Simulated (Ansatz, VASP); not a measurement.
# Cross-check of BAs between VASP and Ansatz, part 2 of 3

Aim: how closely do two programs agree when they are given the same cell, functional and k mesh? The cell is taken from a series of runs on this material, whose earlier steps may have relaxed, scaled, displaced or heated it; both programs get it as it stands.

VASP 6.6.1 and Ansatz 0.2.0.

So far: The structure; VASP: zone-centre phonons, LDA, pair 1.

**3. Ansatz: zone-centre phonons, LDA, pair 1**

Level of this step: Ansatz beside VASP: Kohn-Sham DFT, plane waves, LDA (Ansatz).

Ansatz runs on its PAW soft_1 files.

The same cell, functional (in two slightly different forms) and mesh now go to Ansatz, which takes its cutoff from its data sets.

input.yaml

```yaml
crystal:
  lattice:
    - [0.0, 2.2841846742, 2.2841846742]
    - [2.2841846742, 0.0, 2.2841846742]
    - [2.2841846742, 2.2841846742, 0.0]
  atoms:
    - { symbol: B, position: [0.0, 0.0, 0.0] }
    - { symbol: As, position: [0.75, 0.75, 0.75] }
kpoints:
  mp_grid: { grid: [12, 12, 12] }
hamiltonian:
  xc: lda
  pseudopotentials: { kind: paw, azcp: { folder: soft_1 }, xc_functional: pbe }
scf:
  occupations: { method: fixed }
output:
  eigenvalues: true
phonons:
  method: dfpt
  dielectric: true
  rigid_motions: translations
```

Run with:

```sh
$ ansatz run input.yaml --threads 4 --pin off --max-ram 10240MiB --backend cpu --events-out ev --progress --plain --runs-dir out
```

Numbers of over 12 decimals in the logs are rounded to 6 here.

The program printed:

```text
Engine: ansatz 0.2.0, x86_64-unknown-linux-gnu
Pseudopotentials: kind: paw
Pseudopotential: B, paw, valence charge 3, recommended cutoff 420 eV (normal), soft_1/B.paw.azcp
Pseudopotential: As, paw, valence charge 15, recommended cutoff 420 eV (normal), soft_1/As.paw.azcp
Functional definition: SPW92
  exchange = slater_x
  correlation = pw_c
Crystal: 2 atoms, lattice volume = 23.835 Å³
Basis set: ecut = 420 eV, 459 PW (Γ), exchange–correlation on 48×48×48 points (8 copies of the dense FFT grid, shifted against one another)
Bands: 13, of which v1, the nominal top of the filled ones, is band 9 counted from 1 (8 counted from 0)
Symmetry: 24 space group operations
k-points: 280 of 1728 (irreducible under 4 space group operations, time reversal used)
Non-local potential: B, projectors of the file, l = 0: 2, l = 1: 2, l = 2: 1
Non-local potential: As, projectors of the file, l = 0: 2, l = 1: 2, l = 2: 3, l = 3: 1
PAW form: soft (Blöchl's): semilocal exchange-correlation on the pseudo side does not see the compensation charge
PAW frozen core: B, regenerated for the run's functional, and the local potential with it (the file was generated under x = pbe(κ = 0.804, μ = 0.219515), c = pbe(β = 0.066725))
PAW frozen core: As, regenerated for the run's functional, and the local potential with it (the file was generated under x = pbe(κ = 0.804, μ = 0.219515), c = pbe(β = 0.066725))
PAW one-centre angular grid: B, 110 points (default); XC on 64 Gauss nodes
PAW one-centre angular grid: As, 590 points (default); XC on 64 Gauss nodes
Initial density: superposition of atomic densities (chi_scale 0.1, normalization cell, long waves kept (reshape's long-wave potential 0.00 eV rms))
Initial wavefunctions: pseudopotential atomic-orbital guess
Functional: x = slater, c = lda
SCF iter   1: F=—  HF=-4924.324053 eV  |F-HF|=—  |Δ(HF+E_count)|=         —  Δρ=9.49e-2  dr2=2.68e0  ethr=3.10e-3  ⟨swp⟩=4.3  Hψ=18611  notcnv=0  defer=418
preconditioner: auto → none  [insulator: Δε(μ)=1.917 eV  Ē_g=13.600 eV  n_scr=8 (ndim 8)  ℏωp=21.5 eV  f_vac=0.000  ε∞_Penn≈3.5]
SCF iter   2: F=—  HF=-4923.436376 eV  |F-HF|=—  |Δ(HF+E_count)|=   8.88e-1  Δρ=2.68e-2  dr2=1.39e-1  ethr=3.10e-3  ⟨swp⟩=2.7  Hψ=8081  notcnv=0  defer=494
SCF iter   3: F=—  HF=-4923.394477 eV  |F-HF|=—  |Δ(HF+E_count)|=   4.19e-2  Δρ=1.05e-2  dr2=1.73e-2  ethr=7.73e-4  ⟨swp⟩=2.9  Hψ=6654  notcnv=0  defer=539
SCF iter   4: F=—  HF=-4923.390155 eV  |F-HF|=—  |Δ(HF+E_count)|=   4.32e-3  Δρ=1.79e-3  dr2=3.81e-4  ethr=9.59e-5  ⟨swp⟩=3.5  Hψ=6904  notcnv=0  defer=539
SCF iter   5: F=—  HF=-4923.390087 eV  |F-HF|=—  |Δ(HF+E_count)|=   6.77e-5  Δρ=4.55e-4  dr2=1.68e-5  ethr=2.12e-6  ⟨swp⟩=2.0  Hψ=6737  notcnv=0  defer=543
SCF iter   6: F=—  HF=-4923.390097 eV  |F-HF|=—  |Δ(HF+E_count)|=   9.91e-6  Δρ=4.77e-5  dr2=1.57e-7  ethr=9.33e-8  ⟨swp⟩=2.5  Hψ=6039  notcnv=0  defer=540
SCF iter   7: F=—  HF=-4923.390097 eV  |F-HF|=—  |Δ(HF+E_count)|=   2.52e-8  Δρ=2.13e-6  dr2=7.36e-10  ethr=8.71e-10  ⟨swp⟩=2.0  Hψ=6153  notcnv=0
SCF iter   8: F=-4923.390097 eV  HF=-4923.390097 eV  |F-HF|=1.82e-12  |Δ(HF+E_count)|=  3.77e-10  Δρ=1.87e-7  dr2=4.54e-12  ethr=1.00e-12  ⟨swp⟩=7.2  Hψ=21608  notcnv=0
SCF 1 converged in 8 iterations: F = -4923.390097 eV  dr2 = 4.54e-12
  greatest PAW one-centre occupation: 0.999 electrons in one spin orbital (limit 2), on the As atom at site 1 (counted from 0), in its partial waves of l = 2
NSCF: frozen V_eff on 1 k-points
DFPT response loops at Γ: preconditioner auto → none (the input reference at scf.mixing.eps_inf says where Resta's filter doesn't serve); β = 0.50; Broyden in place of MSR1
── the response to a field inside a basis, on 12×12×12 k-points: an SCF that follows is theirs, and a resumed run solves both again ──
Bands: 10, of which v1, the nominal top of the filled ones, is band 9 counted from 1 (8 counted from 0)
k-points: 182 of 1728 (irreducible under 6 space group operations, time reversal used)
Initial density: handed on by an earlier stage of this run
Initial wavefunctions: pseudopotential atomic-orbital guess (no wavefunctions were taken with the density)
Eigensolver: Dense (182 Hₖ)
SCF iter   1: F=—  HF=-4923.390004 eV  |F-HF|=—  |Δ(HF+E_count)|=         —  Δρ=1.62e-4  dr2=1.38e-6  ethr=1.00e-1
preconditioner: auto → none  [insulator: Δε(μ)=1.190 eV  Ē_g=10.412 eV  n_scr=8 (ndim 8)  ℏωp=21.5 eV  f_vac=0.000  ε∞_Penn≈5.3]
SCF iter   2: F=—  HF=-4923.390004 eV  |F-HF|=—  |Δ(HF+E_count)|=   3.30e-8  Δρ=8.65e-5  dr2=4.54e-7  ethr=7.67e-9
SCF iter   3: F=-4923.390005 eV  HF=-4923.390005 eV  |F-HF|=4.10e-8  |Δ(HF+E_count)|=   1.70e-7  Δρ=1.68e-5  dr2=3.10e-8  ethr=2.52e-9
SCF 1 converged in 3 iterations: F = -4923.390005 eV  dr2 = 3.10e-8
DFPT response loops at Γ: mixed as the last ones told, above
SCF converged after 8 iterations
Free energy (F): -4923.390097 eV
Harris-Foulkes:  -4923.390097 eV  (|F-HF|=1.82e-12)
Internal energy: -4923.390097 eV  (E = F + TS)
E sigma→0 (E₀):  -4923.390097 eV
Fermi energy:    12.611713 eV
--- Per-component energies (eV) ---
  E_band       = -191.304942
  E_kinetic    = 153.681647
  E_local      = -1841.313770  (includes V_loc(G=0)·N_el)
  E_nonlocal   = -379.772530
  E_hartree    = 1057.336337
  E_xc         = -105.379391
  E_vxc        = -115.801621  (∫ρ·V_xc dr)
  E_paw        = -2005.474873  (= ΣΔE_a)
  E_vpaw       = -122.771299  (= ΣTr[D̂ρ^β])
  E_aug_tail   = 0.000001  (compensation charges beyond the density's cutoff)
  E_ewald      = -1804.588581
  E_core_change = 2.121063  (= ΣΔE_core)
  E_smearing   = -0.000000  (= −TS)
  E_closure    = -0.000000  (closes the sum)
  Σ components = -4923.390097   (vs F -4923.390097, Δ=0.00e0)
--- Band table (eV; the first three rows and the last of 280) ---
  k-point 0: bands = [... 5 lower, -4.0619, 12.6117, 12.6117, 12.6117, 16.0495, 16.0495, 16.0495, 19.0185]
  k-point 1: bands = [... 5 lower, -3.9339, 11.5076, 12.3574, 12.3574, 16.3565, 16.3807, 16.3807, 19.4609]
  k-point 2: bands = [... 5 lower, -3.5531, 9.4214, 11.8296, 11.8296, 16.4761, 17.0499, 17.0499, 20.4458]
  k-point 279: bands = [... 5 lower, 1.0056, 4.0620, 6.2553, 6.5848, 17.8477, 19.2398, 19.6313, 20.5150]
--- Phonons (Γ-DFPT): 2 representative perturbations + reference, on 280 of 1728 k-points (Σ response iterations 6) ---
  k mesh reduced under 4 symmetry operations, with k and −k counted as one. Each operation leaves every solved perturbation unchanged. A smaller set is not considered because the run solves the response to a homogeneous field
  ASR residual: 6.738e-5 → 0.000e0 eV/Å²; symmetrization residual: 3.878e-7 eV/Å²
  ASR residual per site (eV/Å²): 4.76e-5 6.74e-5
  Γ frequencies (cm⁻¹): 0.00 0.00 0.00 778.05 778.05 778.05
  ε∞ (high-frequency dielectric tensor):
        9.345062    -0.000000     0.000000
       -0.000000     9.345062     0.000000
        0.000000     0.000000     9.345062
  ε⁰ (static dielectric tensor: ions relaxed, cell fixed):
        9.599142    -0.000000     0.000000
       -0.000000     9.599142     0.000000
        0.000000     0.000000     9.599142
  ε⁰ − ε∞ (ionic part):
        0.254081     0.000000     0.000000
        0.000000     0.254081     0.000000
        0.000000     0.000000     0.254081
  softest optical mode at Γ: 778.05 cm⁻¹; the repairs (sum rule, projections) moved no ω² at Γ by more than (1.12 cm⁻¹)²
  Born effective charges Z* (e; rows j = field, columns β = displacement):
    site 0:
        -0.83895   -0.00000   -0.00000
        -0.00000   -0.83895   -0.00000
         0.00000   -0.00000   -0.83895
    site 1:
         0.83895    0.00000    0.00000
         0.00000    0.83895    0.00000
        -0.00000    0.00000    0.83895
  Z* charge neutrality: 3.816e-5 e pre-enforcement
  solved inside a basis spanned on kpoints, on 12×12×12 k-points, its susceptibility summed on 16×16×16: ε∞ is read to err by 2.7e-2, Z* by 1.5e-2 e (field_mesh: kpoints solves on kpoints); Z* is corrected for what the basis lacks
  optical modes at Γ without the LO–TO term, one row a degenerate level:
      ω (cm⁻¹)  modes    IR ((D/Å)²/amu)
        778.05      3             5.1567
  optical modes at Γ + LO–TO along q̂ = [1.0000, 0.0000, 0.0000]:
      ω (cm⁻¹)  modes    IR ((D/Å)²/amu)
        778.05      2             3.4378
        788.55      1             1.7189
  optical modes at Γ + LO–TO along q̂ = [0.0000, 1.0000, 0.0000]:
      ω (cm⁻¹)  modes    IR ((D/Å)²/amu)
        778.05      2             3.4378
        788.55      1             1.7189
  optical modes at Γ + LO–TO along q̂ = [0.0000, 0.0000, 1.0000]:
      ω (cm⁻¹)  modes    IR ((D/Å)²/amu)
        778.05      2             3.4378
        788.55      1             1.7189
```

**4. Differences**

Known differences besides the potentials themselves: the two LDA forms differ slightly; fixed occupations in Ansatz, narrow Gaussian smearing in VASP; VASP's response is taken on the typed mesh, Ansatz refines its own for the field response alone; the data sets hold 18 valence electrons in Ansatz (on its PAW soft_1 files) and 8 in VASP; the cutoff is 420 eV in Ansatz and 500 eV in VASP; VASP's log shows a relativistic correction to its local exchange, Ansatz's none. Total energies have different zeros and are not compared.

Both answers:

| quantity | Ansatz | VASP | difference |
| --- | --- | --- | --- |
| ε∞ xx | 9.35 | 9.33 | +0.15 % |
| ε∞ yy | 9.35 | 9.33 | +0.15 % |
| ε∞ zz | 9.35 | 9.33 | +0.15 % |
| Born charge of B1 (mean of the diagonal) (e) | -0.84 | -0.89 | +0.05 |
| Born charge of As2 (mean of the diagonal) (e) | 0.84 | 0.89 | -0.05 |
| optical mode 1 to 3 (cm⁻¹) | 778.0 | 784.0 | -0.76 % |

Modes are paired by rising frequency, not by their patterns, so a pair may set unlike modes beside each other; they are those without the splitting of longitudinal modes.

**5. Ansatz: zone-centre phonons, LDA, pair 2**

Second derivatives magnify differences that forces hide, and they need a tight electronic threshold. The cell compared in this pair holds 24.37 Å³, against 23.84 Å³ for the pair before.

The cell is taken from a series of runs on this material, whose earlier steps may have relaxed, scaled, displaced or heated it; both programs get it as it stands.

input.yaml, the sections that differ from step 3:

```yaml
crystal:
  lattice:
    - [0.0, 2.3009807529, 2.3009807529]
    - [2.3009807529, 0.0, 2.3009807529]
    - [2.3009807529, 2.3009807529, 0.0]
  atoms:
    - { symbol: B, position: [0.0, 0.0, 0.0] }
    - { symbol: As, position: [0.75, 0.75, 0.75] }
# kpoints, hamiltonian, scf, output, phonons: as in step 3
```

The program printed:

```text
[...]
Crystal: 2 atoms, lattice volume = 24.365 Å³
Basis set: ecut = 420 eV, 531 PW (Γ), exchange–correlation on 48×48×48 points (8 copies of the dense FFT grid, shifted against one another)
Bands: 13, of which v1, the nominal top of the filled ones, is band 9 counted from 1 (8 counted from 0)
Symmetry: 24 space group operations
k-points: 280 of 1728 (irreducible under 4 space group operations, time reversal used)
[...]
optical modes at Γ + LO–TO along q̂ = [1.0000, 0.0000, 0.0000]:
      ω (cm⁻¹)  modes    IR ((D/Å)²/amu)
[...]
optical modes at Γ + LO–TO along q̂ = [0.0000, 1.0000, 0.0000]:
      ω (cm⁻¹)  modes    IR ((D/Å)²/amu)
        761.18      2             2.9466
        770.14      1             1.4733
  optical modes at Γ + LO–TO along q̂ = [0.0000, 0.0000, 1.0000]:
      ω (cm⁻¹)  modes    IR ((D/Å)²/amu)
        761.18      2             2.9466
        770.14      1             1.4733
[key lines of the parts left out:]
SCF converged after 8 iterations
Free energy (F): -4923.445663 eV
Fermi energy:    12.232811 eV
```

**6. VASP: zone-centre phonons, LDA, pair 2**

The same cell, functional (in two slightly different forms) and mesh now go to VASP, with its own data sets.

INCAR

```
SYSTEM = BAs
PREC = Accurate
ENCUT = 500
EDIFF = 1E-08
NELM = 120
ISMEAR = 0
SIGMA = 0.01
LREAL = .FALSE.
ALGO = Normal
GGA = CA
NBANDS = 10
LORBIT = 11
LWAVE = .FALSE.
LCHARG = .FALSE.
ISIF = 2
IBRION = 8
LEPSILON = .TRUE.
LASPH = .TRUE.
GGA_COMPAT = .FALSE.
EFERMI = MIDGAP
KPAR = 2
```

POSCAR

```
BAs
1.0
    0.0000000000      2.3009807529      2.3009807529
    2.3009807529      0.0000000000      2.3009807529
    2.3009807529      2.3009807529      0.0000000000
B As
1 1
Direct
    0.0000000000      0.0000000000      0.0000000000
    0.7500000000      0.7500000000      0.7500000000
```

KPOINTS

```
Automatic mesh
0
Gamma
12 12 12
0 0 0
```

The projector-augmented-wave data sets are B and As (LDA family, release 64).

Run with:

```sh
$ mpirun -np 2 vasp_std
```

The program printed:

```text
[... set-up lines as in an earlier step ...]
 entering main loop
       N       E                     dE             d eps       ncg     rms          rms(c)
DAV:   1     0.101040195063E+02    0.10104E+02   -0.37966E+03  1440   0.690E+02
DAV:   2    -0.132029297350E+02   -0.23307E+02   -0.22244E+02  1986   0.108E+02
DAV:   3    -0.138045149373E+02   -0.60159E+00   -0.60033E+00  1738   0.171E+01
DAV:   4    -0.138060748125E+02   -0.15599E-02   -0.15598E-02  1718   0.952E-01
[...]
DAV:  11    -0.128198089396E+02   -0.12280E-05   -0.17549E-06  1708   0.965E-03    0.155E-02
DAV:  12    -0.128198087702E+02    0.16945E-06   -0.68611E-07  1590   0.377E-03    0.313E-03
DAV:  13    -0.128198087738E+02   -0.36613E-08   -0.23813E-08  1642   0.116E-03
   1 F= -.12819809E+02 E0= -.12819809E+02  d E =0.000000E+00
 Linear response reoptimize wavefunctions to high precision
DAV:   1    -0.128198087736E+02    0.21282E-09   -0.58393E-09  1604   0.357E-04
DAV:   2    -0.128198087736E+02   -0.27285E-11   -0.10629E-10   882   0.886E-05
 Linear response G [H, r] |phi>, progress :
  Direction:   1
[...]
RMM:  11    -0.434613686535E-01   -0.75110E-08   -0.23504E-07  7298   0.292E-05    0.441E-08
 first order change of Fermi-energy   0.25137E+01
 force on displaced ion       1 direction 1 : -20.437  -0.000  -0.000
 Born effective charge ion    1 direction 1 :  -0.828   0.000   0.000
 Linear response progress:
  Degree of freedom:   2/  2
       N       E                     dE             d eps       ncg     rms          rms(c)
RMM:   1    -0.397808578708E-01   -0.39781E-01    0.22539E-02 13323   0.114E+00
RMM:   2    -0.373046541412E-01    0.24762E-02   -0.18584E-03  8950   0.211E-01    0.102E-01
RMM:   3    -0.371405130044E-01    0.16414E-03   -0.15529E-04  9517   0.261E-02    0.596E-02
RMM:   4    -0.372184649062E-01   -0.77952E-04   -0.14314E-04  9362   0.299E-02    0.330E-03
[...]
RMM:   9    -0.371918737809E-01   -0.22742E-07   -0.33768E-07  9773   0.310E-05    0.569E-07
RMM:  10    -0.371918440214E-01    0.29759E-07    0.18328E-07  7565   0.274E-05    0.383E-07
RMM:  11    -0.371918529705E-01   -0.89491E-08   -0.26185E-07  6011   0.274E-05    0.848E-08
 first order change of Fermi-energy  -0.25135E+01
 force on displaced ion       2 direction 1 : -20.431  -0.000  -0.000
 Born effective charge ion    2 direction 1 :   0.823   0.000   0.000
 Born effective charges drift removed
 Linear response finished
```

From OUTCAR (step 6):

```text
  Total        2.4285611      2.4285611      2.4285611     -0.0000000      0.0000000     -0.0000000
  in kB      159.6947613    159.6947613    159.6947613     -0.0000000      0.0000000     -0.0000000
  external PRESSURE =     159.6947613 kB  Pullay stress =       0.0000000 kB

 POSITION                                       TOTAL-FORCE (eV/Angst)
 -----------------------------------------------------------------------------------
      0.00000      0.00000      0.00000        -0.000000     -0.000000     -0.000000
      3.45147      3.45147      3.45147         0.000000      0.000000      0.000000
 -----------------------------------------------------------------------------------
    total drift:                               -0.000000     -0.000000     -0.000000

 MACROSCOPIC STATIC DIELECTRIC TENSOR (including local field effects in DFT)
 ------------------------------------------------------
           9.386182    -0.000000     0.000000
           0.000000     9.386182     0.000000
           0.000000     0.000000     9.386182
 ------------------------------------------------------

 MACROSCOPIC STATIC DIELECTRIC TENSOR IONIC CONTRIBUTION
 ------------------------------------------------------
           0.246507     0.000000     0.000000
           0.000000     0.246507     0.000000
           0.000000     0.000000     0.246507
 ------------------------------------------------------

[... 1 part as in an earlier step ...]

[... 1 further part left out ...]
```

**7. Comparison**

What differs besides the data sets and the points named for the pairs above, as far as they apply: the data sets hold 18 valence electrons in Ansatz (on its PAW soft_1 files) and 8 in VASP. Total energies have different zeros and are not compared.

Compared:

| quantity | Ansatz | VASP | difference |
| --- | --- | --- | --- |
| ε∞ xx | 9.40 | 9.39 | +0.14 % |
| ε∞ yy | 9.40 | 9.39 | +0.14 % |
| ε∞ zz | 9.40 | 9.39 | +0.14 % |
| Born charge of B1 (mean of the diagonal) (e) | -0.78 | -0.82 | +0.05 |
| Born charge of As2 (mean of the diagonal) (e) | 0.78 | 0.82 | -0.05 |
| optical mode 1 to 3 (cm⁻¹) | 761.2 | 767.0 | -0.75 % |

Modes are paired by rising frequency, not by their patterns, so a pair may set unlike modes beside each other; they are those without the splitting of longitudinal modes.

**8. Ansatz: zone-centre phonons, LDA, pair 3**

Second derivatives magnify differences that forces hide, and they need a tight electronic threshold. The cell compared in this pair holds 24.89 Å³, against 24.37 Å³ for the pair before.

The cell is taken from a series of runs on this material, whose earlier steps may have relaxed, scaled, displaced or heated it; both programs get it as it stands.

input.yaml, the sections that differ from step 5:

```yaml
crystal:
  lattice:
    - [0.0, 2.3175351405, 2.3175351405]
    - [2.3175351405, 0.0, 2.3175351405]
    - [2.3175351405, 2.3175351405, 0.0]
  atoms:
    - { symbol: B, position: [0.0, 0.0, 0.0] }
    - { symbol: As, position: [0.75, 0.75, 0.75] }
# kpoints, hamiltonian, scf, output, phonons: as in step 5
```

Run with:

```sh
$ ansatz run input.yaml --threads 4 --pin off --max-ram 10240MiB --backend cpu --events-out ev --progress --plain --runs-dir out
```

The program printed:

```text
[...]
Crystal: 2 atoms, lattice volume = 24.895 Å³
Basis set: ecut = 420 eV, 531 PW (Γ), exchange–correlation on 48×48×48 points (8 copies of the dense FFT grid, shifted against one another)
Bands: 13, of which v1, the nominal top of the filled ones, is band 9 counted from 1 (8 counted from 0)
Symmetry: 24 space group operations
k-points: 280 of 1728 (irreducible under 4 space group operations, time reversal used)
[...]
optical modes at Γ + LO–TO along q̂ = [1.0000, 0.0000, 0.0000]:
      ω (cm⁻¹)  modes    IR ((D/Å)²/amu)
[...]
optical modes at Γ + LO–TO along q̂ = [0.0000, 1.0000, 0.0000]:
      ω (cm⁻¹)  modes    IR ((D/Å)²/amu)
        744.97      2             2.5013
        752.54      1             1.2507
  optical modes at Γ + LO–TO along q̂ = [0.0000, 0.0000, 1.0000]:
      ω (cm⁻¹)  modes    IR ((D/Å)²/amu)
        744.97      2             2.5013
        752.54      1             1.2507
[key lines of the parts left out:]
SCF converged after 8 iterations
Free energy (F): -4923.486618 eV
Fermi energy:    11.869441 eV
```

(Continued in part 3 of 3.)

[Lines on the potential files, build, host, timing and source positions are cut from VASP's logs without a mark.]

[Logs are printed without paths, hosts, clocks, repeated set-up lines and the standing remarks that a program may print on its own settings, such as how far it seeks lower states.]

[Hosts, paths, dates, database ids (printed as entryN), source tags and the programs' standing remarks are cut or masked in the printed files.]
